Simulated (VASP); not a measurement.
An input for Quantum ESPRESSO's pw.x (written as the equivalent of a VASP run, and not itself run):

```
&CONTROL
  calculation = 'vc-relax'
  pseudo_dir = './pseudo'
  outdir = './out'
  tprnfor = .true.
  tstress = .true.
  nstep = 30
  forc_conv_thr = 0.00039
/
&SYSTEM
  ibrav = 0
  nat = 4
  ntyp = 2
  ecutwfc = 102
  occupations = 'smearing'
  smearing = 'gaussian'
  degauss = 0.003675
  input_dft = 'pbe'
  vdw_corr = 'grimme-d3'
  dftd3_version = 3
  dftd3_threebody = .false.
/
&ELECTRONS
  conv_thr = 7.3e-09
  electron_maxstep = 100
/
&IONS
/
&CELL
  cell_dofree = 'shape'
/
ATOMIC_SPECIES
  Cd 112.414 Cd.upf
  S 32.060 S.upf
CELL_PARAMETERS angstrom
     2.0353215   -3.5252800    0.0000000
     2.0353215    3.5252800    0.0000000
     0.0000000    0.0000000    6.6164234
ATOMIC_POSITIONS crystal
  Cd   0.6666670  0.3333330  0.5000342
  Cd   0.3333330  0.6666670  0.0000342
  S    0.6666670  0.3333330  0.8769658
  S    0.3333330  0.6666670  0.3769658
K_POINTS automatic
  6 6 4 0 0 0
```

**Question.** Translate this input to VASP (INCAR, KPOINTS, POSCAR, choice of POTCAR).

**Answer.** One answer among several that fit: 
### KPOINTS
```
Automatic mesh
0
G
  6 6 4
```

POSCAR:
```
CdS
1.0
  2.0353214556  -3.5252800008   0.0000000000
  2.0353214556   3.5252800008   0.0000000000
  0.0000000000   0.0000000000   6.6164233974
Cd S
2 2
Cartesian
  2.0353214556  -1.1750956838   3.3084380075
  2.0353214556   1.1750956838   0.0002263088
  2.0353214556  -1.1750956838   5.8023770107
  2.0353214556   1.1750956838   2.4941653120
```

### INCAR
```
GGA = PE
NELM = 100
IBRION = 2
LREAL = .FALSE.   # projection in real space or not
ISIF = 4
SYSTEM = CdS
SIGMA = 0.05   # width (eV)
ENCUT = 520
NSW = 30   # most ionic steps
LASPH = .TRUE.   # aspherical one-centre terms
ISMEAR = 0
LMAXMIX = 4
EDIFFG = -0.01
LWAVE = .FALSE.
LCHARG = .FALSE.
PREC = Accurate
IVDW = 11   # D3, zero damping
ALGO = Normal   # blocked Davidson
EDIFF = 1E-7   # SCF stop (eV)
```

POTCAR, in this order: Cd S (PBE.64 set). Program: vasp_std.

Limits of the translation: the potentials are each code's own (VASP's PAW set, PseudoDojo norm-conserving files in pw.x), so ENCUT and ecutwfc are chosen apart and not converted; conv_thr bounds pw.x's estimated SCF error, while EDIFF bounds the energy change between steps; forc_conv_thr acts on force components and is met together with etot_conv_thr.

The compound is CdS in the wurtzite structure. This cell is one point of a volume scan, at 0.94 of the reference volume. Symmetry was kept, so distortions that lower it aren't found.
